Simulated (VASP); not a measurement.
Calculation: PBE GGA, VASP's PBE PAW potentials (set 64) (plane waves; VASP 6.6.1).

A VASP calculation is set up with these files.

File POSCAR:
```
CdS
1.0
  2.1242423271  -3.6792954564   0.0000000000
  2.1242423271   3.6792954564   0.0000000000
  0.0000000000   0.0000000000   6.8999611362
Cd S
2 2
Direct
  0.6666670000   0.3333330000   0.5000025332
  0.3333330000   0.6666670000   0.0000025332
  0.6666670000   0.3333330000   0.8769974668
  0.3333330000   0.6666670000   0.3769974668
```

File KPOINTS:
```
Automatic mesh
0
Gamma
6 6 4
0 0 0
```

### INCAR
```
SYSTEM = CdS
PREC = Accurate
ENCUT = 520
EDIFF = 1E-7
NELM = 100
ALGO = Normal
LREAL = .FALSE.
LASPH = .TRUE.
ISMEAR = 0
SIGMA = 0.05
GGA = PE
LMAXMIX = 4
LWAVE = .FALSE.
LCHARG = .FALSE.
ISIF = 4
IBRION = 2
NSW = 30
EDIFFG = -0.01
```

POTCAR, in this order: Cd S (PBE.64 set). Program: vasp_std.

Output

File OSZICAR:
```
       N       E                     dE             d eps       ncg     rms          rms(c)
DAV:   1     0.244005693140E+03    0.24401E+03   -0.17650E+04   924   0.148E+03
DAV:   2     0.115610533571E+01   -0.24285E+03   -0.23674E+03  1026   0.352E+02
DAV:   3    -0.132372347829E+02   -0.14393E+02   -0.14312E+02  1110   0.850E+01
DAV:   4    -0.134021292834E+02   -0.16489E+00   -0.16483E+00  1056   0.920E+00
DAV:   5    -0.134050149069E+02   -0.28856E-02   -0.28855E-02  1128   0.117E+00    0.996E+00
DAV:   6    -0.123017970035E+02    0.11032E+01   -0.27102E+00  1176   0.160E+01    0.802E+00
DAV:   7    -0.122860543578E+02    0.15743E-01   -0.72153E-01  1068   0.494E+00    0.396E+00
DAV:   8    -0.122853682465E+02    0.68611E-03   -0.93710E-02  1066   0.322E+00    0.457E-01
DAV:   9    -0.122831065913E+02    0.22617E-02   -0.19790E-02  1162   0.170E+00    0.130E-01
DAV:  10    -0.122834603238E+02   -0.35373E-03   -0.14818E-03  1008   0.366E-01    0.114E-01
DAV:  11    -0.122836208914E+02   -0.16057E-03   -0.27996E-04  1132   0.118E-01    0.888E-02
DAV:  12    -0.122836329008E+02   -0.12009E-04   -0.20594E-04  1032   0.976E-02    0.965E-03
DAV:  13    -0.122836326952E+02    0.20560E-06   -0.14022E-05  1110   0.289E-02    0.711E-03
DAV:  14    -0.122836340631E+02   -0.13679E-05   -0.22169E-06  1026   0.890E-03    0.627E-03
DAV:  15    -0.122836334393E+02    0.62373E-06   -0.16848E-06  1074   0.112E-02    0.240E-03
DAV:  16    -0.122836334037E+02    0.35608E-07   -0.23777E-07   874   0.269E-03
   1 F= -.12283633E+02 E0= -.12283633E+02  d E =-.122836E+02
```

File OUTCAR:
```
------------------------ aborting loop because EDIFF is reached ----------------------------------------
  FORCE on cell =-STRESS in cart. coord.  units (eV):
  Direction    XX          YY          ZZ          XY          YZ          ZX
  --------------------------------------------------------------------------------------
  Total       -1.0069378     -1.0069377     -0.9509950      0.0000000      0.0000000      0.0000000
  in kB      -14.9578053    -14.9578038    -14.1267885      0.0000000      0.0000000      0.0000000
  external PRESSURE =     -14.6807992 kB  Pullay stress =       0.0000000 kB
  volume of cell :      107.86
      direct lattice vectors                 reciprocal lattice vectors
     2.124242327 -3.679295456  0.000000000     0.235378042 -0.135895583  0.000000000
     2.124242327  3.679295456  0.000000000     0.235378042  0.135895583  0.000000000
     0.000000000  0.000000000  6.899961136     0.000000000  0.000000000  0.144928353
  FREE ENERGIE OF THE ION-ELECTRON SYSTEM (eV)
  ---------------------------------------------------
  free  energy   TOTEN  =       -12.2836334037 eV

  energy  without entropy=      -12.2836334037  energy(sigma->0) =      -12.28363340

 reached required accuracy - stopping structural energy minimisation
```
(Selected blocks of OUTCAR.)

The compound is CdS in the wurtzite structure. This cell is one point of a volume scan, at 1.03 of the reference volume.
